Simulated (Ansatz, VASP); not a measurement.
## LaSi3Ir: VASP beside Ansatz

One calculation is typed for both programs; each brings its own data sets. How far apart do they land? The cell is taken from a series of VASP runs on this material, whose earlier steps may have relaxed, scaled or displaced it; both programs get it as it stands. Other levels of theory on this material are compared in a session of their own. Valence electrons are named where the data sets of a main pair hold unlike numbers.

Calculated with Ansatz 0.2.0; plane waves, with VASP 6.6.1 beside it; band structure at r2SCAN.

## Step 1: The structure

It takes space group I4mm (No. 107, tetragonal). Conventional cell: a = 4.284 Å, b = 4.284 Å, c = 9.879 Å, α = 90.00°, β = 90.00°, γ = 90.00°. Nearest to La lie 12 Si at 3.15 to 3.37 Å and 5 Ir at 3.40 to 3.41 Å. Nearest to Si lie 2 Ir at 2.39 Å and 6 Si at 2.61 to 3.03 Å and 4 La at 3.17 to 3.37 Å. Si has 1 Ir at 2.38 Å and 4 Si at 2.61 Å and 4 La at 3.15 Å nearest. Ir has 5 Si at 2.38 to 2.39 Å and 5 La at 3.40 to 3.41 Å nearest. Farther neighbours are not listed.

Coordinates:

```xyz
5
Lattice="-2.1422 2.1422 4.9393 2.1422 -2.1422 4.9393 2.1422 2.1422 -4.9393" Properties=species:S:1:pos:R:3 pbc="T T T"
La    0.0000    0.0000    9.8662
Si    0.0000    2.1422    2.5886
Si    2.1422    0.0000    2.5886
Si    0.0000    0.0000    4.0779
Ir    0.0000    0.0000    6.4592
```

## Step 2: VASP: band structure, r2SCAN

A single point gives forces, pressure and levels at one fixed geometry, so differences don't come from the geometry; what else differs is listed under the comparison.

Lines of VASP's logs that name or quote its potential files are left out, and so is its time.

Contents of INCAR:

```
SYSTEM = LaSi3Ir
PREC = Accurate
ENCUT = 400
EDIFF = 1E-06
NELM = 100
ISMEAR = 0
SIGMA = 0.05
LREAL = .FALSE.
ALGO = Normal
METAGGA = R2SCAN
LASPH = .TRUE.
NBANDS = 31
LORBIT = 11
LWAVE = .FALSE.
LCHARG = .FALSE.
KPAR = 4
```

Contents of POSCAR:

```
LaSi3Ir
1.0
   -2.1422144909      2.1422144909      4.9392675698
    2.1422144909     -2.1422144909      4.9392675698
    2.1422144909      2.1422144909     -4.9392675698
La Si Ir
1 3 1
Direct
    0.9987465008      0.9987465008      0.0000000000
    0.7620449503      0.2620449503      0.5000000000
    0.2620449503      0.7620449503      0.5000000000
    0.4128039987      0.4128039987      0.0000000000
    0.6538596000      0.6538596000      0.0000000000
```

Contents of KPOINTS:

```
Automatic mesh
0
Gamma
6 6 6
0 0 0
```

Contents of KPOINTS_OPT:

```
Line mode
16
Line-mode
Reciprocal
  0.00000000   0.00000000   0.00000000 GAMMA
  0.00000000   0.00000000   0.50000000 X

  0.00000000   0.00000000   0.50000000 X
 -0.09405260   0.09405260   0.50000000 Y

 -0.09405260   0.09405260   0.50000000 Y
 -0.29702630   0.29702630   0.29702630 S

 -0.29702630   0.29702630   0.29702630 S
  0.00000000   0.00000000   0.00000000 GAMMA

  0.00000000   0.00000000   0.00000000 GAMMA
  0.50000000   0.50000000  -0.50000000 Z

  0.50000000   0.50000000  -0.50000000 Z
  0.29702630   0.70297370  -0.29702630 S1

  0.29702630   0.70297370  -0.29702630 S1
  0.00000000   0.50000000   0.00000000 N

  0.00000000   0.50000000   0.00000000 N
  0.25000000   0.25000000   0.25000000 P

  0.25000000   0.25000000   0.25000000 P
  0.50000000   0.50000000  -0.09405260 Y1

  0.50000000   0.50000000  -0.09405260 Y1
  0.50000000   0.50000000  -0.50000000 Z

  0.00000000   0.00000000   0.50000000 X
  0.25000000   0.25000000   0.25000000 P
```

PAW data sets: La, Si and Ir (PBE family, release 64).

Launch:

```
mpirun -np 4 vasp_std
```

Numbers of over 12 decimals in the logs are rounded to 6 here.

What it wrote:

```text
[banner, memory and clock lines left out]
running    4 mpi-ranks, on    1 nodes
 distrk:  each k-point on    1 cores,    4 groups
 distr:  one band on    1 cores,    1 groups

 POSCAR found type information on POSCAR LaSiIr
 POSCAR found :  3 types and       5 ions
|                                                                             |
|               ----> ADVICE to this user running VASP <----                  |
|                                                                             |
|     You enforced a specific xc type in the INCAR file but a different       |
|     [... a line on the potential file left out ...]
|     I HOPE YOU KNOW WHAT YOU ARE DOING!                                     |
|                                                                             |

 LDA part: xc-table for (None), standard interpolation
 POSCAR, INCAR and KPOINTS ok, starting setup
 FFT: planning ... GRIDC
 FFT: planning ... GRID_SOFT
 FFT: planning ... GRID
 WAVECAR not read
 entering main loop
       N       E                     dE             d eps       ncg     rms          rms(c)
DAV:   1     0.119506585992E+03    0.11951E+03   -0.10072E+04  1996   0.107E+03
DAV:   2    -0.931579826012E+02   -0.21266E+03   -0.17655E+03  1946   0.232E+02
DAV:   3    -0.118647811642E+03   -0.25490E+02   -0.23554E+02  2314   0.848E+01
DAV:   4    -0.120512734905E+03   -0.18649E+01   -0.18484E+01  3237   0.226E+01
DAV:   5    -0.120557801439E+03   -0.45067E-01   -0.44997E-01  2603   0.310E+00    0.167E+01
DAV:   6    -0.113440458452E+03    0.71173E+01   -0.79276E+00  3162   0.220E+01    0.596E+00
DAV:   7    -0.112915662300E+03    0.52480E+00   -0.22276E+00  3016   0.132E+01    0.484E+00
DAV:   8    -0.112938167639E+03   -0.22505E-01   -0.34546E-01  3009   0.311E+00    0.157E+00
DAV:   9    -0.112926706738E+03    0.11461E-01   -0.11444E-01  3090   0.311E+00    0.726E-01
DAV:  10    -0.112926590121E+03    0.11662E-03   -0.17892E-02  3034   0.972E-01    0.151E-01
DAV:  11    -0.112926792950E+03   -0.20283E-03   -0.11822E-03  2892   0.215E-01    0.101E-01
DAV:  12    -0.112926857251E+03   -0.64301E-04   -0.51976E-04  3152   0.159E-01    0.309E-02
DAV:  13    -0.112926941516E+03   -0.84265E-04   -0.52340E-05  3019   0.373E-02    0.177E-02
DAV:  14    -0.112926940480E+03    0.10362E-05   -0.10178E-05  3417   0.267E-02    0.426E-03
DAV:  15    -0.112926940770E+03   -0.28957E-06   -0.23170E-06  1960   0.714E-03
   1 F= -.11292694E+03 E0= -.11292527E+03  d E =-.333431E-02
 Start KPOINTS_OPT (optional k-point list driver)
k-point batch [1-30\176]
       N       E                     dE             ncg
DAV:   1     0.818454243898E+04   -0.13008E+05     1939
DAV:   2     0.137419696413E+04   -0.68103E+04     1998
DAV:   3     0.578731231623E+03   -0.79547E+03     2329
DAV:   4     0.531676399895E+03   -0.47055E+02     3202
DAV:   5     0.530280012343E+03   -0.13964E+01     2695
DAV:   6     0.530205194386E+03   -0.74818E-01     3276
DAV:   7     0.530203847712E+03   -0.13467E-02     2603
DAV:   8     0.530203750235E+03   -0.97477E-04     3251
DAV:   9     0.530203744625E+03   -0.56103E-05     2001
DAV:  10     0.530203744379E+03   -0.24562E-06     1595
[...]
k-point batch [151-176\176]
       N       E                     dE             ncg
DAV:   1     0.103616692357E+05   -0.13553E+05     1699
DAV:   2     0.450555681861E+04   -0.58561E+04     1676
DAV:   3     0.381858545204E+04   -0.68697E+03     1945
DAV:   4     0.377398694656E+04   -0.44599E+02     2834
DAV:   5     0.377246419870E+04   -0.15227E+01     2288
DAV:   6     0.377239875831E+04   -0.65440E-01     2865
DAV:   7     0.377239722678E+04   -0.15315E-02     2249
DAV:   8     0.377239708732E+04   -0.13946E-03     2825
DAV:   9     0.377239708357E+04   -0.37523E-05     1716
DAV:  10     0.377239708322E+04   -0.35315E-06     1377
```

Parts of OUTCAR (step 2):

```text
ion  position               nearest neighbor table
   1  0.999  0.999  0.000-   4 3.15   4 3.15   4 3.15   4 3.15   2 3.17   3 3.17   3 3.17   2 3.17
                             2 3.37   2 3.37   3 3.37   3 3.37   5 3.40   5 3.40   5 3.40   5 3.40
   2  0.762  0.262  0.500-   5 2.39   5 2.39   4 2.61   4 2.61   3 3.03   3 3.03   3 3.03   3 3.03
                             1 3.17   1 3.17   1 3.37   1 3.37
   3  0.262  0.762  0.500-   5 2.39   5 2.39   4 2.61   4 2.61   2 3.03   2 3.03   2 3.03   2 3.03
                             1 3.17   1 3.17   1 3.37   1 3.37
   4  0.413  0.413  0.000-   5 2.38   3 2.61   2 2.61   3 2.61   2 2.61   1 3.15   1 3.15   1 3.15
                             1 3.15
   5  0.654  0.654  0.000-   4 2.38   2 2.39   3 2.39   2 2.39   3 2.39   1 3.40   1 3.40   1 3.40
                             1 3.40   1 3.41

  LATTYP: Found a body centered tetragonal cell.
 ALAT       =     4.2844289818
 C/A-ratio  =     2.3056830167

 Subroutine GETGRP returns: Found  8 space group operations
 (whereof  8 operations were pure point group operations)

The static configuration has the point symmetry C_4v.

 Found     30 irreducible k-points:

   k-points           NKPTS =     30   k-points in BZ     NKDIM =     30   number of bands    NBANDS=     31

   dimension x,y,z NGX =    40 NGY =   40 NGZ =   40
   dimension x,y,z NGXF=    80 NGYF=   80 NGZF=   80

   ENCUT  =  400.0 eV  29.40 Ry    5.42 a.u.   9.45  9.45  9.45*2*pi/ulx,y,z

   NELECT =      32.0000    total number of electrons

 k-points in reciprocal lattice and weights: Automatic mesh
   0.00000000  0.00000000  0.00000000       0.005
   0.16666667  0.00000000  0.00000000       0.037
   0.33333333 -0.00000000  0.00000000       0.037
   0.50000000 -0.00000000  0.00000000       0.019
   0.16666667  0.16666667  0.00000000       0.037
   0.33333333  0.16666667  0.00000000       0.074
   0.50000000  0.16666667  0.00000000       0.074
  -0.33333333  0.16666667  0.00000000       0.074
  -0.16666667  0.16666667  0.00000000       0.019
[...]
-0.33333333 -0.33333333  0.33333333       0.009
   0.50000000  0.50000000  0.50000000       0.005

 average (electrostatic) potential at core
       1-100.0595       2 -83.1817       3 -83.1817       4 -82.8472       5 -53.8833

 E-fermi :   9.5539

 k-point     1 :       0.0000    0.0000    0.0000
  band No.  band energies     occupation
    ...
     13       6.6150      2.00000
     14       7.7627      2.00000
     15       7.7627      2.00000
     16       9.5227      1.62137
     17       9.5227      1.62135
     18      10.8276      0.00000
     19      11.6427      0.00000
     20      11.9606      0.00000
     21      12.1187      0.00000
     22      12.1187      0.00000
    ...

 k-point     2 :       0.1667    0.0000    0.0000
  band No.  band energies     occupation
    ...
     13       6.6804      2.00000
     14       7.8064      2.00000
     15       7.9206      2.00000
     16       8.7729      2.00000
     17       9.0510      2.00000
     18      10.9148      0.00000
     19      11.7882      0.00000
     20      12.0406      0.00000
     21      12.1177      0.00000
     22      12.1769      0.00000
    ...

 k-point     3 :       0.3333   -0.0000    0.0000
  band No.  band energies     occupation
    ...
     13       6.8421      2.00000
     14       7.4236      2.00000
     15       7.9162      2.00000
     16       8.5767      2.00000
     17       9.1730      2.00000
     18      11.1611      0.00000
     19      11.8622      0.00000
     20      12.1100      0.00000
     21      12.1972      0.00000
     22      12.2674      0.00000
    ...

  Total       -0.0071649     -0.0071649     -0.0229890      0.0000000     -0.0000000      0.0000000
  in kB       -0.1266121     -0.1266121     -0.4062404      0.0000000     -0.0000000      0.0000000
  external PRESSURE =      -0.2198215 kB  Pullay stress =       0.0000000 kB

  energy-cutoff  :      400.00
  volume of cell :       90.67
      direct lattice vectors                 reciprocal lattice vectors
    -2.142214491  2.142214491  4.939267570     0.000000000  0.233403332  0.101229584
     2.142214491 -2.142214491  4.939267570     0.233403332  0.000000000  0.101229584
     2.142214491  2.142214491 -4.939267570     0.233403332  0.233403332  0.000000000

 POSITION                                       TOTAL-FORCE (eV/Angst)
 -----------------------------------------------------------------------------------
      0.00000      0.00000      9.86615        -0.000000     -0.000000     -0.011113
      0.00000      2.14221      2.58862         0.000000     -0.000000     -0.003057
      2.14221      0.00000      2.58862        -0.000000      0.000000     -0.003057
      0.00000      0.00000      4.07790        -0.000000     -0.000000      0.007879
      0.00000      0.00000      6.45918         0.000000      0.000000      0.009348
 -----------------------------------------------------------------------------------
    total drift:                               -0.000010     -0.000010     -0.003818

  FREE ENERGIE OF THE ION-ELECTRON SYSTEM (eV)
  ---------------------------------------------------
  free  energy   TOTEN  =      -112.9269407695 eV

  energy  without entropy=     -112.9236064596  energy(sigma->0) =     -112.92527361

 total charge
# of ion       s       p       d       f       tot
--------------------------------------------------
    1        1.986   5.682   0.722   0.163   8.553
    2        0.764   0.849   0.000   0.000   1.613
    3        0.764   0.849   0.000   0.000   1.613
    4        0.764   0.892   0.000   0.000   1.656
    5        0.725   0.795   7.223   0.000   8.743
--------------------------------------------------
tot          5.002   9.066   7.945   0.163  22.177

[... 3 further parts left out ...]
```

Spin-orbit coupling is off here; with elements this heavy it splits and shifts levels by tenths of an eV or more.

[end of part 1 of 2]

[Lines on the potential files, build, host, timing and source positions are cut from VASP's logs without a mark.]

[Logs are printed without paths, hosts, clocks, repeated set-up lines and the standing remarks that a program may print on its own settings, such as how far it seeks lower states.]

[Hosts, paths, dates, database ids (printed as entryN), source tags and the programs' standing remarks are cut or masked in the printed files.]
